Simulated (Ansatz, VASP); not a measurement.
**Os (Os(0001)): VASP beside Ansatz**

One calculation is typed for both programs; each brings its own data sets and cutoff. How far apart do they land? Other levels of theory on this material are compared in a session of their own.

Program: Ansatz 0.2.0. Level of theory: plane waves, with VASP 6.6.1 beside it; single point at PBE. Results are calculated unless marked as measured.

In doubt: too few empty bands were carried, so the values of those runs are not to be relied on.

## Step 1: Set-up

The cell holds 7 atoms: 7 Os. Cell: a = 2.740 Å, b = 2.740 Å, c = 30.979 Å, α = 90.0°, β = 90.0°, γ = 60.0°. Vacuum lies along c.

Structure file:

```cif
data_structure
_symmetry_space_group_name_H-M 'P 1'
_symmetry_Int_Tables_number 1
_cell_length_a 2.7400
_cell_length_b 2.7400
_cell_length_c 30.9794
_cell_angle_alpha 90.000
_cell_angle_beta 90.000
_cell_angle_gamma 60.000
_cell_volume 201.42
loop_
_atom_site_label
_atom_site_type_symbol
_atom_site_fract_x
_atom_site_fract_y
_atom_site_fract_z
_atom_site_occupancy
Os1 Os 0.00000 0.00000 0.29052 1
Os2 Os 0.66667 0.66667 0.36034 1
Os3 Os 0.00000 0.00000 0.43017 1
Os4 Os 0.66667 0.66667 0.50000 1
Os5 Os 0.00000 0.00000 0.56983 1
Os6 Os 0.66667 0.66667 0.63966 1
Os7 Os 0.00000 0.00000 0.70948 1
```

## Step 2: VASP: single point, PBE

With cell and atoms fixed, the geometry can't cause a difference; cores, projectors, grids and the points listed under the comparison can.

Lines of VASP's logs that name or quote its potential files are left out, and so is its time.

Contents of INCAR:

```
SYSTEM = Os
PREC = Normal
ENCUT = 350
EDIFF = 1E-06
NELM = 120
ISMEAR = 1
SIGMA = 0.1
LREAL = .FALSE.
ALGO = Normal
GGA = PE
NBANDS = 35
LORBIT = 11
LWAVE = .FALSE.
LCHARG = .FALSE.
KPAR = 4
IDIPOL = 3
LDIPOL = .TRUE.
DIPOL = 0.5 0.5 0.5
LVHAR = .TRUE.
LVACPOTAV = .TRUE.
```

Contents of POSCAR:

```
Os
1.0
    2.7400000000      0.0000000000      0.0000000000
    1.3700000000      2.3729096064      0.0000000000
    0.0000000000      0.0000000000     30.9793800000
Os
7
Direct
    0.0000000000      0.0000000000      0.2905158205
    0.6666666667      0.6666666667      0.3603438803
    0.0000000000      0.0000000000      0.4301719402
    0.6666666667      0.6666666667      0.5000000000
    0.0000000000      0.0000000000      0.5698280598
    0.6666666667      0.6666666667      0.6396561197
    0.0000000000      0.0000000000      0.7094841795
```

Contents of KPOINTS:

```
Automatic mesh
0
Gamma
12 12 1
0 0 0
```

Potentials, in the order of the species: Os (PBE family, release 64).

Launch:

```sh
$ mpirun -np 4 vasp_std
```

Numbers of over 12 decimals in the logs are rounded to 6 here.

Output:

```text
[banner, memory and clock lines left out]
running    4 mpi-ranks, on    1 nodes
 distrk:  each k-point on    1 cores,    4 groups
 distr:  one band on    1 cores,    1 groups

 POSCAR found type information on POSCAR Os
 POSCAR found :  1 types and       7 ions
 LDA part: xc-table for (Slater+PW92), standard interpolation
 POSCAR, INCAR and KPOINTS ok, starting setup
 FFT: planning ... GRIDC
 FFT: planning ... GRID_SOFT
 FFT: planning ... GRID
 WAVECAR not read
 entering main loop
       N       E                     dE             d eps       ncg     rms          rms(c)
DAV:   1     0.331184185244E+03    0.33118E+03   -0.20116E+04  1338   0.102E+03
DAV:   2    -0.414009336331E+02   -0.37259E+03   -0.35401E+03  1555   0.393E+02
DAV:   3    -0.782206119435E+02   -0.36820E+02   -0.34161E+02  1777   0.956E+01
DAV:   4    -0.811232228102E+02   -0.29026E+01   -0.26478E+01  1899   0.236E+01
DAV:   5    -0.813080179788E+02   -0.18480E+00   -0.17826E+00  1969   0.435E+00    0.412E+01
DAV:   6    -0.775072687710E+02    0.38007E+01   -0.65703E+00  1894   0.137E+01    0.189E+01
DAV:   7    -0.977041207851E+02   -0.20197E+02   -0.99215E+01  2406   0.614E+01    0.459E+01
DAV:   8    -0.766490754463E+02    0.21055E+02   -0.78468E+01  2414   0.390E+01    0.551E+00
DAV:   9    -0.762147964293E+02    0.43428E+00   -0.11715E+01  2201   0.152E+01    0.135E+00
DAV:  10    -0.762686377177E+02   -0.53841E-01   -0.12780E+00  1937   0.745E+00    0.118E+00
DAV:  11    -0.762696800384E+02   -0.10423E-02   -0.13266E-01  2158   0.216E+00    0.902E-01
DAV:  12    -0.762690248649E+02    0.65517E-03   -0.11999E-02  1937   0.643E-01    0.862E-01
DAV:  13    -0.762650933150E+02    0.39315E-02   -0.21987E-02  2540   0.741E-01    0.695E-01
DAV:  14    -0.762634295516E+02    0.16638E-02   -0.10822E-02  2190   0.599E-01    0.591E-01
[...]
DAV:  19    -0.762632318376E+02    0.35952E-05   -0.35074E-05  2073   0.464E-02    0.178E-01
DAV:  20    -0.762632435801E+02   -0.11742E-04   -0.21118E-05  2020   0.293E-02    0.113E-01
DAV:  21    -0.762632614628E+02   -0.17883E-04   -0.15805E-05  1753   0.246E-02    0.589E-02
DAV:  22    -0.762632810719E+02   -0.19609E-04   -0.19152E-05  2006   0.229E-02    0.212E-02
DAV:  23    -0.762632851438E+02   -0.40719E-05   -0.18373E-06   916   0.115E-02    0.127E-02
DAV:  24    -0.762632865174E+02   -0.13736E-05   -0.49358E-07   761   0.343E-03    0.912E-03
DAV:  25    -0.762632894192E+02   -0.29018E-05   -0.87751E-07   845   0.491E-03    0.185E-03
DAV:  26    -0.762632903347E+02   -0.91543E-06   -0.27290E-07   769   0.391E-03
|                                                                             |
|           W    W    AA    RRRRR   N    N  II  N    N   GGGG   !!!           |
|           W    W   A  A   R    R  NN   N  II  NN   N  G    G  !!!           |
|           W    W  A    A  R    R  N N  N  II  N N  N  G       !!!           |
|           W WW W  AAAAAA  RRRRR   N  N N  II  N  N N  G  GGG   !            |
|           WW  WW  A    A  R   R   N   NN  II  N   NN  G    G                |
|           W    W  A    A  R    R  N    N  II  N    N   GGGG   !!!           |
|                                                                             |
|     Did not find any points to average over, which means that no vacuum     |
|     field-free region was found. Please increase the size of  your cell     |
|     in the dimension of the dipole correction to obtain accurate            |
|     workfunction values.                                                    |
|                                                                             |

   1 F= -.76263290E+02 E0= -.76263267E+02  d E =-.697633E-04
```

From OUTCAR (step 2):

```text
ion  position               nearest neighbor table
   1  0.000  0.000  0.291-   2 2.68   2 2.68   2 2.68
   2  0.667  0.667  0.360-   1 2.68   1 2.68   1 2.68   3 2.68   3 2.68   3 2.68
   3  0.000  0.000  0.430-   4 2.68   4 2.68   4 2.68   2 2.68   2 2.68   2 2.68
   4  0.667  0.667  0.500-   3 2.68   5 2.68   3 2.68   5 2.68   3 2.68   5 2.68
   5  0.000  0.000  0.570-   4 2.68   4 2.68   4 2.68   6 2.68   6 2.68   6 2.68
   6  0.667  0.667  0.640-   7 2.68   7 2.68   7 2.68   5 2.68   5 2.68   5 2.68
   7  0.000  0.000  0.709-   6 2.68   6 2.68   6 2.68

  LATTYP: Found a hexagonal cell.
 ALAT       =     2.7400000000
 C/A-ratio  =    11.3063430656

 Subroutine GETGRP returns: Found 12 space group operations
 (whereof 12 operations were pure point group operations)

The static configuration has the point symmetry D_3h.

 Found     19 irreducible k-points:

   k-points           NKPTS =     19   k-points in BZ     NKDIM =     19   number of bands    NBANDS=     35

   dimension x,y,z NGX =    14 NGY =   14 NGZ =  144
   dimension x,y,z NGXF=    28 NGYF=   28 NGZF=  288

   ENCUT  =  350.0 eV  25.72 Ry    5.07 a.u.   4.18  4.18 47.26*2*pi/ulx,y,z

   NELECT =      56.0000    total number of electrons

 k-points in reciprocal lattice and weights: Automatic mesh
   0.00000000  0.00000000  0.00000000       0.007
   0.08333333 -0.00000000  0.00000000       0.042
   0.16666667 -0.00000000  0.00000000       0.042
   0.25000000  0.00000000  0.00000000       0.042
   0.33333333 -0.00000000  0.00000000       0.042
   0.41666667 -0.00000000  0.00000000       0.042
   0.50000000  0.00000000  0.00000000       0.021
   0.16666667  0.08333333  0.00000000       0.042
   0.25000000  0.08333333  0.00000000       0.083
[...]
-0.41666667  0.25000000  0.00000000       0.083
  -0.33333333  0.33333333  0.00000000       0.014

 dipolmoment           0.000000      0.000000      0.000000 electrons x Angstroem

 average (electrostatic) potential at core
       1 -50.5551       2 -51.0226       3 -50.8918       4 -50.9215       5 -50.8918
       6 -51.0226       7 -50.5551

 E-fermi :   1.8795

 k-point     1 :       0.0000    0.0000    0.0000
  band No.  band energies     occupation
    ...
     28       0.6040      2.00000
     29       0.6040      2.00000
     30       1.2892      2.00000
     31       1.2892      2.00000
     32       1.7748      2.05875
     33       2.0714     -0.02059
     34       2.0714     -0.02059
     35       2.1414     -0.00134

 k-point     2 :       0.0833   -0.0000    0.0000
  band No.  band energies     occupation
    ...
     29       0.5087      2.00000
     30       0.9958      2.00000
     31       1.2052      2.00000
     32       1.3297      2.00000
     33       1.4980      2.00000
     34       1.9957     -0.06956
     35       2.1706     -0.00031

 k-point     3 :       0.1667   -0.0000    0.0000
  band No.  band energies     occupation
    ...
     30       0.7413      2.00000
     31       0.9974      2.00000
     32       1.2122      2.00000
     33       1.5943      2.00042
     34       1.8915      0.80011
     35       2.4257     -0.00000

  Total       -2.9769876     -2.9769876     -1.3804638      0.0000000     -0.0000000      0.0000000
  in kB      -23.6800783    -23.6800783    -10.9807281      0.0000000     -0.0000000      0.0000000
  external PRESSURE =     -19.4469615 kB  Pullay stress =       0.0000000 kB

  energy-cutoff  :      350.00
  volume of cell :      201.42
      direct lattice vectors                 reciprocal lattice vectors
     2.740000000  0.000000000  0.000000000     0.364963504 -0.210711777  0.000000000
     1.370000000  2.372909606  0.000000000     0.000000000  0.421423554  0.000000000
     0.000000000  0.000000000 30.979380000     0.000000000  0.000000000  0.032279536

 POSITION                                       TOTAL-FORCE (eV/Angst)
 -----------------------------------------------------------------------------------
      0.00000      0.00000      9.00000        -0.000000     -0.000000      0.705629
      2.74000      1.58194     11.16323         0.000000      0.000000     -0.752386
      0.00000      0.00000     13.32646        -0.000000      0.000000     -0.426113
      2.74000      1.58194     15.48969        -0.000000      0.000000     -0.000000
      0.00000      0.00000     17.65292         0.000000      0.000000      0.426113
      2.74000      1.58194     19.81615         0.000000      0.000000      0.752386
      0.00000      0.00000     21.97938        -0.000000     -0.000000     -0.705629
 -----------------------------------------------------------------------------------
    total drift:                               -0.000000     -0.000000      0.000000

  FREE ENERGIE OF THE ION-ELECTRON SYSTEM (eV)
  ---------------------------------------------------
  free  energy   TOTEN  =       -76.2632903347 eV

  energy  without entropy=      -76.2632205713  energy(sigma->0) =      -76.26326708

 vacuum level on the upper side and lower side of the slab         7.262         7.262

 total charge
# of ion       s       p       d       tot
------------------------------------------
    1        0.646   0.588   5.922   7.156
    2        0.657   0.772   6.018   7.447
    3        0.662   0.780   6.044   7.486
    4        0.662   0.779   6.042   7.483
    5        0.662   0.780   6.044   7.486
    6        0.657   0.772   6.018   7.447
    7        0.646   0.588   5.922   7.156
--------------------------------------------------
tot          4.593   5.058  42.011  51.662

[... 3 further parts left out ...]
```

## Step 3: Ansatz: single point, PBE

Ansatz runs on its default PAW (the set named soft_2) files.

The same cell, functional, mesh and smearing now go to Ansatz, which takes its cutoff from its data sets.

Contents of input.yaml:

```yaml
crystal:
  lattice:
    - [2.74, 0.0, 0.0]
    - [1.37, 2.3729096064, 0.0]
    - [0.0, 0.0, 30.97938]
  atoms:
    - { symbol: Os, position: [0.0, 0.0, 0.2905158205] }
    - { symbol: Os, position: [0.6666666667, 0.6666666667, 0.3603438803] }
    - { symbol: Os, position: [0.0, 0.0, 0.4301719402] }
    - { symbol: Os, position: [0.6666666667, 0.6666666667, 0.5] }
    - { symbol: Os, position: [0.0, 0.0, 0.5698280598] }
    - { symbol: Os, position: [0.6666666667, 0.6666666667, 0.6396561197] }
    - { symbol: Os, position: [0.0, 0.0, 0.7094841795] }
hamiltonian:
  xc: pbe
  pseudopotentials: { kind: paw }
kpoints:
  mp_grid: { grid: [12, 12, 1] }
scf:
  occupations: { method: methfessel_paxton, width: 0.1 }
  n_extra_bands: 5
efield:
  axis: 3
  dipole_correction: true
  ramp_width: 0.04
output:
  forces: true
  eigenvalues: true
```

Launch:

```sh
$ ansatz run input.yaml --threads 4 --pin off --max-ram 9216MiB --backend cpu --events-out ev --progress --plain --runs-dir out
```

Output:

```text
scf.n_extra_bands = 5 over 56 filled bands (N_el = 112.0): the run solves 61 bands
Engine: ansatz 0.2.0, x86_64-unknown-linux-gnu
Pseudopotentials: kind: paw
Pseudopotential: Os, paw, valence charge 16, recommended cutoff 420 eV (normal), Os.paw.azcp
Functional definition: PBE
  parameter kappa = 0.804
  parameter beta = 0.066725
  exchange = pbe_x(kappa = kappa, mu = beta*pi^2/3)
  correlation = pbe_c(beta = beta)
Crystal: 7 atoms, lattice volume = 201.421 Å³
Basis set: ecut = 420 eV, 3949 PW (Γ), exchange–correlation on 40×40×432 points (8 copies of the dense FFT grid, shifted against one another)
Bands: 61, of which v1, the nominal top of the filled ones, is band 56 counted from 1 (55 counted from 0)
Symmetry: 6 space group operations
k-points: 19 of 144 (time reversal used)
Non-local potential: Os, projectors of the file, l = 0: 3, l = 1: 2, l = 2: 2, l = 3: 1
PAW form: soft (Blöchl's): semilocal exchange-correlation on the pseudo side does not see the compensation charge
PAW one-centre angular grid: Os, 590 points (default); XC on 64 Gauss nodes
Initial density: superposition of atomic densities (neutral atoms: chi_scale 0, normalization atom), corrected by the library's trained network
Initial wavefunctions: pseudopotential atomic-orbital guess
Functional: x = pbe(κ = 0.804, μ = 0.219515), c = pbe(β = 0.066725)
SCF iter   1: F=—  HF=-79689.348824 eV  |F-HF|=—  |Δ(HF+E_count)|=         —  Δρ=7.48e-3  dr2=5.19e-1  ethr=1.77e-3  p=0.000 e·Å  D=2.84e-13 V/Å  ΔV_dip=-0.00 eV  dr2_dipole=2.12e-8  V_vac-E_F(+/−)=5.35/5.35 eV  ⟨swp⟩=8.0  Hψ=5649  notcnv=0
efield: sawtooth ramp at fractional position 0.9800 (placed from the atoms, in the widest stretch of the axis that holds none; the zero of the levels goes with the place), width 0.0400; the density the first Hamiltonian is built on has a dipole p = 0.000 e·Å; the dipole correction subtracts the counter field D = 2.84e-13 V/Å, which shifts the + side's vacuum level by -0.00 eV against the − side's; the planar-averaged density in the ramp window peaks in size at 3.3e-5 e/Å³
preconditioner: auto → LDOS  [metal: Δε(μ)=0.020 eV  Ē_g=4.997 eV  σ=0.100 eV  W_gap=0.17  n_scr=24 (ndim 8)  ℏωp=19.6 eV  f_vac=0.465  D(μ)=4.82/eV (n_scr^D=20)  β→1.0]
SCF iter   2: F=—  HF=-79689.361005 eV  |F-HF|=—  |Δ(HF+E_count)|=   1.22e-2  S|Δr|=    0.00e0  Δρ=2.99e-3  dr2=6.12e-2  ethr=4.63e-4  p=0.000 e·Å  D=7.74e-6 V/Å  ΔV_dip=-0.00 eV  dr2_dipole=5.78e-7  V_vac-E_F(+/−)=5.37/5.37 eV  ⟨swp⟩=2.1  Hψ=1610  notcnv=0  defer=5
SCF iter   3: F=—  HF=-79689.356718 eV  |F-HF|=—  |Δ(HF+E_count)|=   4.29e-3  S|Δr|=    0.00e0  Δρ=8.36e-4  dr2=7.30e-3  ethr=5.46e-5  p=0.000 e·Å  D=1.53e-6 V/Å  ΔV_dip=-0.00 eV  dr2_dipole=8.46e-8  V_vac-E_F(+/−)=5.40/5.40 eV  ⟨swp⟩=2.1  Hψ=1642  notcnv=0  defer=5
SCF iter   4: F=—  HF=-79689.356446 eV  |F-HF|=—  |Δ(HF+E_count)|=   2.72e-4  S|Δr|=    0.00e0  Δρ=2.43e-4  dr2=2.27e-4  ethr=6.51e-6  p=0.000 e·Å  D=1.67e-6 V/Å  ΔV_dip=-0.00 eV  dr2_dipole=4.78e-9  V_vac-E_F(+/−)=5.39/5.39 eV  ⟨swp⟩=2.6  Hψ=1696  notcnv=0  defer=5
SCF iter   5: F=—  HF=-79689.356421 eV  |F-HF|=—  |Δ(HF+E_count)|=   2.48e-5  S|Δr|=    0.00e0  Δρ=6.68e-5  dr2=1.29e-5  ethr=2.03e-7  p=0.000 e·Å  D=6.85e-7 V/Å  ΔV_dip=-0.00 eV  dr2_dipole=8.18e-10  V_vac-E_F(+/−)=5.39/5.39 eV  ⟨swp⟩=3.0  Hψ=2366  notcnv=0  defer=5
SCF iter   6: F=—  HF=-79689.356745 eV  |F-HF|=—  |Δ(HF+E_count)|=   3.24e-4  S|Δr|=    0.00e0  Δρ=2.46e-5  dr2=1.72e-6  ethr=1.15e-8  p=0.000 e·Å  D=1.71e-7 V/Å  ΔV_dip=-0.00 eV  dr2_dipole=1.06e-11  V_vac-E_F(+/−)=5.38/5.38 eV  ⟨swp⟩=2.3  Hψ=1937  notcnv=0  defer=2
SCF iter   7: F=—  HF=-79689.356746 eV  |F-HF|=—  |Δ(HF+E_count)|=   8.10e-7  S|Δr|=    0.00e0  Δρ=7.27e-6  dr2=2.57e-7  ethr=1.53e-9  p=0.000 e·Å  D=9.81e-8 V/Å  ΔV_dip=-0.00 eV  dr2_dipole=1.31e-11  V_vac-E_F(+/−)=5.38/5.38 eV  ⟨swp⟩=3.2  Hψ=2236  notcnv=0  defer=1
SCF iter   8: F=-79689.356746 eV  HF=-79689.356746 eV  |F-HF|=1.24e-8  |Δ(HF+E_count)|=   1.02e-7  S|Δr|=    0.00e0  Δρ=2.83e-6  dr2=4.33e-8  ethr=8.93e-11  p=0.000 e·Å  D=2.65e-8 V/Å  ΔV_dip=-0.00 eV  dr2_dipole=9.34e-13  V_vac-E_F(+/−)=5.38/5.38 eV  ⟨swp⟩=9.1  Hψ=4958  notcnv=0
WARN: the bands leave out some 6.244e-2 electrons a cell, over the threshold 1e-3 (by scf.eigensolver.empty_state_threshold): the first level above them, at 9.9528 eV, would hold 8.027e-1 of 2 at k-index 2, k = (0.0000, 0.1667, 0.0000) — raise scf.n_extra_bands (try 68 bands in all)
SCF 1 converged in 8 iterations: F = -79689.356746 eV  dr2 = 4.33e-8
  greatest PAW one-centre occupation: 1.000 electrons in one spin orbital (limit 2), on the Os atom at site 3 (counted from 0), in its partial waves of l = 0
SCF converged after 8 iterations
Stability not checked: this state was not tested for a lower state beside it, because cold or Methfessel-Paxton smearing, or corrected tetrahedra, fill the levels in a way that the test cannot read (fill_not_monotonic; see scf.lower_state_search)
Free energy (F): -79689.356746 eV
Harris-Foulkes:  -79689.356746 eV  (|F-HF|=1.24e-8)
Internal energy: -79689.357023 eV  (E = F + TS)
E sigma→0 (E₀):  -79689.356815 eV
Entropy (-TS):   0.000277 eV (0.040 meV/atom)
Fermi energy:    9.941070 eV
Dipole field:    D = -0.000001 V/Å  (p = -0.000001 e·Å, saw-weighted, corrected)
Work function:   Φ+ = 5.3833 eV   Φ− = 5.3833 eV
Levels:          The Fermi level and band energies are counted from a zero that moves with the ramp; work functions are not
--- Per-component energies (eV) ---
  E_band       = -2242.455360
  E_kinetic    = 3927.473959
  E_local      = -243889.898465  (includes V_loc(G=0)·N_el)
  E_nonlocal   = -13.899181
  E_hartree    = 120591.564760
  E_xc         = -1863.623794
  E_vxc        = -1983.840272  (∫ρ·V_xc dr)
  E_paw        = -63081.775515  (= ΣΔE_a)
  E_vpaw       = -1465.330142  (= ΣTr[D̂ρ^β])
  E_aug_tail   = -0.000602  (compensation charges beyond the density's cutoff)
  E_efield     = 0.000000  (sawtooth field / dipole correction)
  E_vefield    = 0.000000  (∫n·V_field dr)
  E_ewald      = 104640.801816
  E_smearing   = 0.000277  (= −TS)
  E_closure    = -0.000000  (closes the sum)
  Σ components = -79689.356746   (vs F -79689.356746, Δ=0.00e0)
--- Forces (eV/Å), atoms counted from 1 ---
  atom   1  Os    -0.00000000     0.00000000     0.68951161
  atom   2  Os    -0.00000000     0.00000000    -0.73472108
  atom   3  Os     0.00000000    -0.00000000    -0.43843552
  atom   4  Os    -0.00000000     0.00000000    -0.00000016
  atom   5  Os    -0.00000000    -0.00000000     0.43843584
  atom   6  Os     0.00000000     0.00000000     0.73472081
  atom   7  Os     0.00000000    -0.00000000    -0.68951119
  max |Σ_I F_I| component: 3.09e-7 eV/Å
--- Band table (eV; the first three rows and the last of 19) ---
  k-point 0: bands = [... 52 lower, 7.7694, 7.7694, 8.4304, 8.6589, 8.6589, 9.3501, 9.3501, 9.8030, ... 1 higher]
  k-point 1: bands = [... 52 lower, 7.8274, 7.9798, 8.2226, 8.5287, 8.5622, 9.0446, 9.2644, 9.3720, ... 1 higher]
  k-point 2: bands = [... 52 lower, 8.0074, 8.0764, 8.1792, 8.5479, 8.5561, 8.7923, 9.0481, 9.2678, ... 1 higher]
  k-point 18: bands = [... 52 lower, 8.6148, 9.3205, 10.4139, 10.8182, 10.8325, 11.4275, 11.4286, 11.4668, ... 1 higher]
```

Wall time 4.1 s (4 threads of Intel Xeon Platinum 8488C (Sapphire Rapids), shared host); peak memory 0.72 GiB.

Reading the cycles: dr2 is the Hartree energy of the density residual (eV), the measure of convergence; HF is the Harris–Foulkes estimate of the energy, which meets the free energy F at convergence.

## Step 4: Side by side

Known differences besides the potentials themselves: the data sets hold 112 valence electrons in Ansatz (default PAW (the set named soft_2) files) and 56 in VASP; the cutoff is 420 eV in Ansatz and 350 eV in VASP (PREC = Normal); VASP leaves aspherical gradient terms in its spheres out (LASPH is not set), Ansatz keeps them; Ansatz's log warns that its bands leave out some electrons. Total energies have different zeros and are not compared.

Both answers:

| quantity | Ansatz | VASP | difference |
| --- | --- | --- | --- |
| work function, lower of the two faces (eV) | 5.38 | 5.38 | 0.00 |
| work function, higher of the two faces (eV) | 5.38 | 5.38 | 0.00 |

Forces (eV/Å; atoms numbered as in POSCAR):

| atom | Ansatz x, y, z | VASP x, y, z |
| --- | --- | --- |
| Os1 | 0.000, 0.000, 0.690 | 0.000, 0.000, 0.706 |
| Os2 | 0.000, 0.000, -0.735 | 0.000, 0.000, -0.752 |
| Os3 | 0.000, 0.000, -0.438 | 0.000, 0.000, -0.426 |
| Os4 | 0.000, 0.000, 0.000 | 0.000, 0.000, 0.000 |
| Os5 | 0.000, 0.000, 0.438 | 0.000, 0.000, 0.426 |
| Os6 | 0.000, 0.000, 0.735 | 0.000, 0.000, 0.752 |
| Os7 | 0.000, 0.000, -0.690 | 0.000, 0.000, -0.706 |

The forces differ by 8.3 meV/Å r.m.s., which is 2.4 % of the r.m.s. force of 0.34 eV/Å (both taken over all components). VASP's log warns that it found no field-free region in the vacuum, so its work functions are uncertain.

## Step 5: Summary of results

```json
{
  "r.m.s. force difference (single point, PBE)": "2.4 % of the r.m.s. force"
}
```

The r.m.s. force difference is 2.4 % of the r.m.s. force (single point, PBE), within the 3 % picked in this series as the mark of a large difference. 6 further runs of this series are not shown here. How closely two codes agree says nothing of how well the functional describes the real material.

[Lines on the potential files, build, host, timing and source positions are cut from VASP's logs without a mark.]

[Logs are printed without paths, hosts, clocks, repeated set-up lines and the standing remarks that a program may print on its own settings, such as how far it seeks lower states.]

[Hosts, paths, dates, database ids (printed as entryN), source tags and the programs' standing remarks are cut or masked in the printed files.]

[The remark on too few empty bands rests on warnings of the Ansatz runs; the VASP runs of these pairs gave none.]
